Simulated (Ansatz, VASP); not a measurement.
## MoI: VASP beside Ansatz

Contents of INCAR:

```
SYSTEM = MoI
PREC = Accurate
ENCUT = 520
EDIFF = 1E-7
ISMEAR = -1
SIGMA = 0.05
LREAL = .False.
LASPH = .True.
NELM = 80
ALGO = Normal
ISIF = 2
LWAVE = .False.
LCHARG = .False.
GGA = PE
NBANDS = 18
```

The input KPOINTS:

```
regular mesh
0
Gamma
  7 7 7
  0 0 0
```

The input POSCAR:

```
MoI
1.0
    0.0000000000      3.1358886623      3.1358886623
    3.1358886623      0.0000000000      3.1358886623
    3.1358886623      3.1358886623      0.0000000000
Mo I
1 1
Direct
    0.0000000000      0.0000000000      0.0000000000
    0.7500000000      0.7500000000      0.7500000000
```

input.yaml

```yaml
crystal:
  lattice:
    - [0.0, 3.1358886623, 3.1358886623]
    - [3.1358886623, 0.0, 3.1358886623]
    - [3.1358886623, 3.1358886623, 0.0]
  atoms:
    - { symbol: Mo, position: [0.0, 0.0, 0.0] }
    - { symbol: I, position: [0.75, 0.75, 0.75] }
kpoints:
  mp_grid: { grid: [7, 7, 7] }
scf:
  occupations: { method: fermi_dirac, width: 0.05 }
hamiltonian:
  xc: pbe
  pseudopotentials: { kind: all_electron, lapw: { basis_error: 0.0005 } }
output:
  forces: true
  stress: true
  eigenvalues: true
```

Change from the starting cell: volume scaled by 0.96.

Alike in both runs: task single point; functional PBE; k mesh 7 × 7 × 7; occupations fermi-dirac, width 0.05 eV; no spin polarisation.

|  | VASP | Ansatz |
| --- | --- | --- |
| version | VASP 6.6.1 | Ansatz 0.2.0 |
| potentials or method | VASP PAW PBE potentials, release 64 (Mo_sv, I) | all-electron LAPW, scalar-relativistic |
| plane-wave cutoff (eV) | 520 | see its input |

```tsv
	VASP	Ansatz	Ansatz less VASP
gap on the k mesh at the Fermi level (eV)	none	none	-
pressure (GPa)	-5.7	-5.6	+0.06
```

A gap of «none» marks a metal or a gap that the smearing closes. Ansatz ran all-electron here, so the differences hold the error of VASP's frozen core and of both bases.

Caveats: an odd number of electrons without spin polarisation forces a metal; a magnetic or distorted state may lie lower. Spin-orbit coupling is left out, which matters for the levels of I.
